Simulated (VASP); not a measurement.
# Be12Ga in VASP: further runs

Runs on Be12Ga. Level: PBE. Tasks: single point.

Program: VASP 6.6.1. These are calculated values, not measurements. Logs are shortened: lines on timing, memory, paths and dates and some standing lists are left out, and cuts for length are marked.

**1. The slab as given**

The cell holds a slab with vacuum, 13 atoms: a = 4.580 Å, b = 4.580 Å, c = 14.588 Å, α = 90.00°, β = 90.00°, γ = 60.00°.

The cell was built by a generator and needn't be a form met in nature.

**2. Single point, PBE**

Input file INCAR:

```
PREC = Accurate
ENCUT = 520
EDIFF = 1E-7
ISMEAR = -1
SIGMA = 0.1
LREAL = F
LASPH = T
NELM = 100
ALGO = Fast
ISIF = 2
LWAVE = F
LCHARG = T
GGA = PE
LELF = T
LVHAR = T
NBANDS = 30
```

Input file KPOINTS:

```
Automatic mesh
0
Gamma
  6 6 1
```

Input file POSCAR:

```
Be12Ga
1.0
    4.5800000000      0.0000000000      0.0000000000
    2.2900000000      3.9663960000      0.0000000000
    0.0000000000      0.0000000000     14.5884300000
Be Ga
12 1
Direct
    0.0000000000      0.0000000000      0.0685474722
    0.5000000000      0.0000000000      0.0685474722
    0.0000000000      0.5000000000      0.0685474722
    0.5000000000      0.5000000000      0.0685474722
   -0.1616533030      0.3316459073      0.1940847644
    0.3312806596      0.3314583314      0.1937821959
   -0.1674757902      0.8337742878      0.1958800227
    0.3322087673      0.8362684916      0.1930331777
   -0.0002217040      0.0001023599      0.3211157746
    0.5000321711     -0.0001119404      0.3229653225
   -0.0000912131      0.5014675791      0.3228144495
    0.5033633172      0.4970991298      0.3127247415
    0.3711407101      0.6286482742      0.4726673809
```

Potentials or basis: VASP PAW PBE potentials, release 64 (Be, Ga_d).

On the command line:

```
$ cat potpaw_PBE.64/Be/POTCAR potpaw_PBE.64/Ga_d/POTCAR > POTCAR
$ mpirun -np 1 vasp_std > vasp.out
```

OUTCAR:

```text
PREC = Accurate
   ENCUT = 520
   EDIFF = 1E-7
   ISMEAR = -1
   LREAL = F
   LASPH = T
   NELM = 100
   ISIF = 2
   GGA = PE

 ion  position               nearest neighbor table
   1  0.000  0.000  0.069-   8 2.24   5 2.25   7 2.28   3 2.29   3 2.29   4 2.29   4 2.29   2 2.29
                             2 2.29
   2  0.500  0.000  0.069-   8 2.24   6 2.25   7 2.28   4 2.29   3 2.29   4 2.29   3 2.29   1 2.29
                             1 2.29
   3  0.000  0.500  0.069-   6 2.25   5 2.25   7 2.28   1 2.29   1 2.29   2 2.29   2 2.29   4 2.29
                             4 2.29
   4  0.500  0.500  0.069-   8 2.25   6 2.26   5 2.27   2 2.29   1 2.29   2 2.29   1 2.29   3 2.29
                             3 2.29
   5  0.838  0.332  0.194-  12 2.18   3 2.25   1 2.25   6 2.26   8 2.27   4 2.27   9 2.27   7 2.29
                            11 2.29   7 2.29   8 2.31   6 2.32
   6  0.331  0.331  0.194-  12 2.19   3 2.25   2 2.25   5 2.26   4 2.26   8 2.27   7 2.29   7 2.29
                            11 2.30  10 2.30   8 2.31   5 2.32
   7  0.833  0.834  0.196-   9 2.26  11 2.27  10 2.28   2 2.28   1 2.28   3 2.28   8 2.29   5 2.29
                             6 2.29   6 2.29   5 2.29   8 2.29
   8  0.332  0.836  0.193-  12 2.20   2 2.24   1 2.24   4 2.25   5 2.27   6 2.27   7 2.29   9 2.29
                             7 2.29  10 2.31   6 2.31   5 2.31
   9  1.000  0.000  0.321-   7 2.26   5 2.27  12 2.28  11 2.28   8 2.29  10 2.29  10 2.29  11 2.30
                            12 2.31
  10  0.500  1.000  0.323-   7 2.28  11 2.29   9 2.29  12 2.29   9 2.29  11 2.29   6 2.30  12 2.30
                             8 2.31
  11  1.000  0.501  0.323-   7 2.27   9 2.28  10 2.29  12 2.29   5 2.29  10 2.29   6 2.30   9 2.30
                            12 2.30
  12  0.503  0.497  0.313-   5 2.18   6 2.19   8 2.20   9 2.28  11 2.29  10 2.29  10 2.30  11 2.30
                             9 2.31  13 2.41
  13  0.371  0.629  0.473-  12 2.41

  LATTYP: Found a hexagonal cell.
 ALAT       =     4.5799996975
 C/A-ratio  =     3.1852469353

  Lattice vectors:

 A1 = (  -2.2900000000,  -3.9663960000,   0.0000000000)
 A2 = (   4.5800000000,   0.0000000000,   0.0000000000)
 A3 = (   0.0000000000,   0.0000000000,  14.5884300000)

Analysis of symmetry for initial positions (statically):
=====================================================================
 Subroutine PRICEL returns:
 Original cell was already a primitive cell.

 Routine SETGRP: Setting up the symmetry group for a
 hexagonal supercell.

 Subroutine GETGRP returns: Found  1 space group operations
 (whereof  1 operations were pure point group operations)
 out of a pool of 24 trial point group operations.

The static configuration has the point symmetry C_1 .

Analysis of symmetry for dynamics (positions and initial velocities):
=====================================================================
 Subroutine PRICEL returns:
 Original cell was already a primitive cell.

 Routine SETGRP: Setting up the symmetry group for a
 hexagonal supercell.

 Subroutine GETGRP returns: Found  1 space group operations
 (whereof  1 operations were pure point group operations)
 out of a pool of 24 trial point group operations.

The dynamic configuration has the point symmetry C_1 .

 Subroutine INISYM returns: Found  1 space group operations
 (whereof  1 operations are pure point group operations),
 and found     1 'primitive' translations

----------------------------------------------------------------------------------------

                                     Primitive cell

  volume of cell :     265.0148

  direct lattice vectors                    reciprocal lattice vectors
     4.580000000  0.000000000  0.000000000     0.218340611 -0.126059022  0.000000000
     2.290000000  3.966396000  0.000000000     0.000000000  0.252118044  0.000000000
     0.000000000  0.000000000 14.588430000     0.000000000  0.000000000  0.068547472

  length of vectors
     4.580000000  4.579999697 14.588430000     0.252118027  0.252118044  0.068547472

  position of ions in fractional coordinates (direct lattice)
     0.000000000  0.000000000  0.068547472
     0.500000000  0.000000000  0.068547472
     1.000000000  0.500000000  0.068547472
[... 38 lines left out ...]
     0.036390102 -0.021009837  0.000000000     0.166666667 -0.000000000  0.000000000
     0.000000000  0.042019674  0.000000000     0.000000000  0.166666667  0.000000000
     0.000000000  0.000000000  0.068547472     0.000000000  0.000000000  1.000000000

  Length of vectors
     0.042019671  0.042019674  0.068547472

  Shift w.r.t. Gamma in fractional coordinates (k-lattice)
     0.000000000  0.000000000  0.000000000

 Subroutine IBZKPT returns following result:
 ===========================================

 Found     20 irreducible k-points:

 Following reciprocal coordinates:
            Coordinates               Weight
  0.000000  0.000000  0.000000      1.000000
  0.166667 -0.000000  0.000000      2.000000
  0.166667  0.166667  0.000000      2.000000
  0.000000  0.166667  0.000000      2.000000
  0.333333  0.000000  0.000000      2.000000
  0.333333  0.333333  0.000000      2.000000
[... 12 lines left out ...]
  0.500000 -0.333333  0.000000      2.000000
 -0.333333  0.333333  0.000000      2.000000
   k-points           NKPTS =     20   k-points in BZ     NKDIM =     20   number of bands    NBANDS=     30
   number of dos      NEDOS =    301   number of ions     NIONS =     13
   total plane-waves  NPLWV = 139968
   dimension x,y,z NGX =    36 NGY =   36 NGZ =  108
   dimension x,y,z NGXF=    72 NGYF=   72 NGZF=  216
   ions per type =              12   1
   NGX,Y,Z   is equivalent  to a cutoff of  13.07, 13.07, 12.31 a.u.
   NGXF,Y,Z  is equivalent  to a cutoff of  26.13, 26.13, 24.61 a.u.
 SYSTEM =  unknown system
   PREC   = accura    normal or accurate (medium, high low for compatibility)
   ISTART =      0    job   : 0-new  1-cont  2-samecut
   ICHARG =      2    charge: 1-file 2-atom 10-const
   ISPIN  =      1    spin polarized calculation?
   LNONCOLLINEAR =      F non collinear calculations
   LSORBIT =      F    spin-orbit coupling
   LASPH  =      T    aspherical Exc in radial PAW
   ENCUT  =  520.0 eV  38.22 Ry    6.18 a.u.   8.52  8.52 27.12*2*pi/ulx,y,z
   NELM   =    100;   NELMIN=  2; NELMDL= -5     # of ELM steps
   EDIFF  = 0.1E-06   stopping-criterion for ELM
   LREAL  =      F    real-space projection
   EDIFFG = 0.1E-05   stopping-criterion for IOM
   NSW    =      0    number of steps for IOM
   IBRION =     -1    ionic relax: 0-MD 1-quasi-New 2-CG
   NFREE  =      0    steps in history (QN), initial steepest desc. (CG)
   ISIF   =      2    stress and relaxation
   ISYM   =      2    0-nonsym 1-usesym 2-fastsym
   POTIM  = 0.5000    time-step for ionic-motion
   TEBEG  =    0.0;   TEEND  =   0.0 temperature during run
   PSTRESS=    0.0 pullay stress
   NELECT =      37.0000    total number of electrons
   NUPDOWN=      -1.0000    fix difference up-down
   EMIN   =  10.00;   EMAX   =-10.00  energy-range for DOS
   EFERMI =   0.00;   METHOD = LEGACY
   ISMEAR =    -1;   SIGMA  =   0.10  broadening in eV -4-tet -1-fermi 0-gaus
   EFERMI_NEDOS =   21; number of points for ismear=-14 and -15
   IALGO  =     68    algorithm
   IMIX   =      4    mixing-type and parameters
     AMIX     =   0.40;   BMIX     =  1.00
     AMIX_MAG =   1.60;   BMIX_MAG =  1.00
  volume/ion in A,a.u.               =      20.39       137.57
  Fermi-wavevector in a.u.,A,eV,Ry     =   0.849282  1.604911  9.813614  0.721280
  Thomas-Fermi vector in A             =   1.965079
   LORBIT       =      0    0 simple, 1 ext, 2 COOP (PROOUT), +10 PAW based schemes
   GGA     = PE    functional components
   LHFCALC =     F    Hartree Fock is set to
   AEXX    =    0.0000 exact exchange contribution
   IVDW    =     0    specifies the selected vdW correction
   LEPSILON=     F    determine dielectric tensor
   LRPA    =     F    only Hartree local field effects (RPA)
 non-spin polarized calculation
 RMM-DIIS sequential band-by-band and
  energy-cutoff  :      520.00
  volume of cell :      265.01
 maximum number of plane-waves:      7165
 NGX is ok and might be reduce to    36
   NGX = 17   NGY = 17   NGZ = 55

 number of electron      37.0000006 magnetization

 Free energy of the ion-electron system (eV)
  ---------------------------------------------------
  ext. energy  EPLUGINS =         0.00000000
  ---------------------------------------------------
  free energy    TOTEN  =       -44.12955861 eV

  energy without entropy =      -44.02820797  energy(sigma->0) =      -44.07888329

 E-fermi :   0.0736     XC(G=0):  -6.2175

 val. band max:       -0.1236852854   @ k =   0.3333   0.3333   0.0000
 cond. band min:       0.1114690760   @ k =   0.3333  -0.1667   0.0000
 fundamental gap:      0.2351543614
 Fermi energy:         0.0736055985

 k-point     1 :       0.0000    0.0000    0.0000
  band No.  band energies     occupation
      1     -14.4925      2.00000
      2     -14.4907      2.00000
      3     -14.4596      2.00000
      4     -14.4407      2.00000
      5     -14.4388      2.00000
      6      -9.5637      2.00000
[... 649 lines left out ...]
     29       6.2471      0.00000
     30       6.9695      0.00000

------------------------ aborting loop because EDIFF is reached ----------------------------------------

  FORCE on cell =-STRESS in cart. coord.  units (eV):
  Direction    XX          YY          ZZ          XY          YZ          ZX
  --------------------------------------------------------------------------------------
  -------------------------------------------------------------------------------------
  Total       -9.4518733     -9.4170763     -0.2532113     -0.0654451      0.0483720     -0.0659236
  in kB      -57.1423858    -56.9320165     -1.5308181     -0.3956557      0.2924386     -0.3985486
  external PRESSURE =     -38.5350735 kB  Pullay stress =       0.0000000 kB

 VOLUME and BASIS-vectors are now :
 -----------------------------------------------------------------------------
  energy-cutoff  :      520.00
  volume of cell :      265.01
      direct lattice vectors                 reciprocal lattice vectors
     4.580000000  0.000000000  0.000000000     0.218340611 -0.126059022  0.000000000
     2.290000000  3.966396000  0.000000000     0.000000000  0.252118044  0.000000000
     0.000000000  0.000000000 14.588430000     0.000000000  0.000000000  0.068547472

 POSITION                                       TOTAL-FORCE (eV/Angst)
 -----------------------------------------------------------------------------------
      0.00000      0.00000      1.00000        -0.071877      0.062322      0.040508
      2.29000      0.00000      1.00000         0.073928      0.016158      0.042347
      1.14500      1.98320      1.00000        -0.038196      0.004335      0.067183
      3.43500      1.98320      1.00000         0.043547     -0.084454     -0.080673
      4.59910      1.31544      2.83139        -0.003971      0.000850     -0.007173
      2.27630      1.31469      2.82698         0.005497      0.000707     -0.007259
      5.72230      3.30708      2.85758        -0.000350     -0.002085     -0.009553
      3.43657      3.31697      2.81605         0.000992     -0.007209     -0.007559
      4.57922      0.00041      4.68457         0.010498      0.009037     -0.008586
      4.57989      3.96595      4.71156        -0.006419      0.005566      0.005548
      5.72794      1.98902      4.70936        -0.000939     -0.015391     -0.007591
      3.44376      1.97169      4.56216         0.003008     -0.002954     -0.015778
      3.13943      2.49347      6.89547        -0.015717      0.013119     -0.011414
 -----------------------------------------------------------------------------------
    total drift:                               -0.000220      0.000363     -0.001067

  FREE ENERGIE OF THE ION-ELECTRON SYSTEM (eV)
  ---------------------------------------------------
  free  energy   TOTEN  =       -44.1295586066 eV

  energy  without entropy=      -44.0282079660  energy(sigma->0) =      -44.07888329
```

It took 3.5 min on 1 thread of AMD EPYC 9R45 (Zen 5), shared host; peak memory 0.37 GiB.

Results:

| Item | Value |
| --- | --- |
| Free energy | -44.1296 eV |
| Largest force | 0.125 eV/Å |
| Band gap on the k mesh | none (metal or under the smearing width) |

Forces in eV/Å, atoms in the order of the input:
```
Be  -0.072  0.062  0.041
Be   0.074  0.016  0.042
Be  -0.038  0.004  0.067
Be   0.044 -0.084 -0.081
Be  -0.004  0.001 -0.007
Be   0.005  0.001 -0.007
Be   0.000 -0.002 -0.010
Be   0.001 -0.007 -0.008
Be   0.010  0.009 -0.009
Be  -0.006  0.006  0.006
Be  -0.001 -0.015 -0.008
Be   0.003 -0.003 -0.016
Ga  -0.016  0.013 -0.011
```

(Continued in part 2 of 2.)
